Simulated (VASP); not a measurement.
Level of theory: LDA (Ceperley-Alder, Perdew-Zunger), VASP's LDA PAW potentials (set 64) (plane waves; VASP).

Input for VASP

### POSCAR
```
KMgF3
1.0
  3.5627979370   0.0000000000   0.0000000000
  0.0000000000   3.5627979370   0.0000000000
  0.0000000000   0.0000000000   3.5627979370
K Mg F
1 1 3
Cart
  0.0000000000   0.0000000000   0.0000000000
  1.7813989685   1.7813989685   1.7813989685
  1.7813989685   0.0000000000   1.7813989685
  0.0000000000   1.7813989685   1.7813989685
  1.7813989685   1.7813989685   0.0000000000
```

INCAR:
```
SYSTEM = KMgF3
PREC = Accurate
ENCUT = 620
EDIFF = 1E-6
NELM = 100
ALGO = Normal
LREAL = .FALSE.
LASPH = .TRUE.
ISMEAR = 0
SIGMA = 0.05
LWAVE = .FALSE.
LCHARG = .FALSE.
IBRION = 2
ISIF = 3
NSW = 40
EDIFFG = -0.02
PSTRESS = 450
```

File KPOINTS:
```
Automatic mesh
0
gamma
  6 6 6
0 0 0
```

POTCAR, in this order: K_sv Mg F (LDA.64 set). Program: vasp_std.

What VASP printed:

OSZICAR:
```
       N       E                     dE             d eps       ncg     rms          rms(c)
DAV:   1     0.305792327619E+03    0.30579E+03   -0.20769E+04   800   0.190E+03
DAV:   2    -0.141773486479E+02   -0.31997E+03   -0.30352E+03  1000   0.461E+02
DAV:   3    -0.276270090470E+02   -0.13450E+02   -0.13405E+02   952   0.945E+01
DAV:   4    -0.280775406505E+02   -0.45053E+00   -0.44979E+00  1344   0.154E+01
DAV:   5    -0.280829298646E+02   -0.53892E-02   -0.53824E-02   908   0.147E+00    0.105E+01
DAV:   6    -0.256675961157E+02    0.24153E+01   -0.88869E+00   972   0.308E+01    0.649E+00
DAV:   7    -0.256342477436E+02    0.33348E-01   -0.69806E-01  1012   0.607E+00    0.426E+00
DAV:   8    -0.256055700653E+02    0.28678E-01   -0.16984E-01   916   0.378E+00    0.735E-01
DAV:   9    -0.255970549590E+02    0.85151E-02   -0.80618E-02   956   0.226E+00    0.196E-01
DAV:  10    -0.255966431892E+02    0.41177E-03   -0.41988E-03  1052   0.504E-01    0.101E-01
DAV:  11    -0.255966004412E+02    0.42748E-04   -0.11416E-04   992   0.926E-02    0.597E-02
DAV:  12    -0.255965350255E+02    0.65416E-04   -0.29770E-04   908   0.134E-01    0.668E-03
DAV:  13    -0.255965355861E+02   -0.56058E-06   -0.77759E-06  1052   0.195E-02
   1 F= -.12894436E+02 E0= -.12894436E+02  d E =-.128944E+02
```

File OUTCAR:
```
------------------------ aborting loop because EDIFF is reached ----------------------------------------
  FORCE on cell =-STRESS in cart. coord.  units (eV):
  Direction    XX          YY          ZZ          XY          YZ          ZX
  --------------------------------------------------------------------------------------
  Total       12.6358742     12.6358742     12.6358742      0.0000000     -0.0000000      0.0000000
  in kB      447.6538246    447.6538246    447.6538246      0.0000000     -0.0000000      0.0000000
  external PRESSURE =      -2.3461754 kB  Pullay stress =     450.0000000 kB
  volume of cell :       45.22
      direct lattice vectors                 reciprocal lattice vectors
     3.562797937  0.000000000  0.000000000     0.280678281  0.000000000  0.000000000
     0.000000000  3.562797937  0.000000000     0.000000000  0.280678281  0.000000000
     0.000000000  0.000000000  3.562797937     0.000000000  0.000000000  0.280678281
 POSITION                                       TOTAL-FORCE (eV/Angst)
 -----------------------------------------------------------------------------------
      0.00000      0.00000      0.00000         0.000000      0.000000      0.000000
      1.78140      1.78140      1.78140         0.000000      0.000000      0.000000
      1.78140      0.00000      1.78140         0.000000      0.000000      0.000000
      0.00000      1.78140      1.78140         0.000000      0.000000      0.000000
      1.78140      1.78140      0.00000         0.000000      0.000000      0.000000
 -----------------------------------------------------------------------------------
    total drift:                                0.000000      0.000000     -0.000000
  FREE ENERGIE OF THE ION-ELECTRON SYSTEM (eV)
  ---------------------------------------------------
  free  energy   TOTEN  =       -25.5965355861 eV

  energy  without entropy=      -25.5965355861  energy(sigma->0) =      -25.59653559
  enthalpy is  TOTEN    =       -12.8944361595 eV   P V=       12.7020994266

 reached required accuracy - stopping structural energy minimisation
```
(Selected blocks of OUTCAR.)

**OUTCAR**
```
 val. band max:        0.1595872102   @ k =   0.5000   0.5000   0.5000

 cond. band min:      10.2307840529   @ k =   0.0000   0.0000   0.0000


 Fermi energy:         0.3955276247

 k-point     1 :       0.0000    0.0000    0.0000
  band No.  band energies     occupation
      1     -24.7326      2.00000
      2     -20.5178      2.00000
      3     -19.4187      2.00000
      4     -19.4187      2.00000
      5      -8.4894      2.00000
      6      -8.4894      2.00000
      7      -8.4894      2.00000
      8      -2.9554      2.00000
      9      -2.9554      2.00000
     10      -2.9554      2.00000
     11      -0.9107      2.00000
     12      -0.9107      2.00000
     13      -0.9107      2.00000
     14      -0.0815      2.00000
     15      -0.0815      2.00000
     16      -0.0815      2.00000
     17      10.2308      0.00000
     18      10.2308      0.00000
     19      10.2778      0.00000
     20      12.8744      0.00000

 k-point     2 :       0.1667    0.0000    0.0000
  band No.  band energies     occupation
      1     -24.6765      2.00000
      2     -20.5186      2.00000
      3     -19.4967      2.00000
      4     -19.4111      2.00000
      5      -8.4258      2.00000
      6      -8.4258      2.00000
      7      -8.3962      2.00000
      8      -2.9803      2.00000
      9      -2.9726      2.00000
     10      -2.9726      2.00000
     11      -1.0538      2.00000
     12      -1.0104      2.00000
     13      -1.0104      2.00000
     14      -0.4887      2.00000
     15      -0.1906      2.00000
     16      -0.1906      2.00000
     17      10.6283      0.00000
     18      10.6651      0.00000
     19      10.9649      0.00000
     20      13.0751      0.00000

 k-point     3 :       0.3333    0.0000    0.0000
  band No.  band energies     occupation
      1     -24.5575      2.00000
      2     -20.5453      2.00000
      3     -19.6310      2.00000
      4     -19.3958      2.00000
      5      -8.2906      2.00000
...
```

The compound is KMgF3 in the cubic perovskite structure. It was relaxed first under an external pressure of 45 GPa.
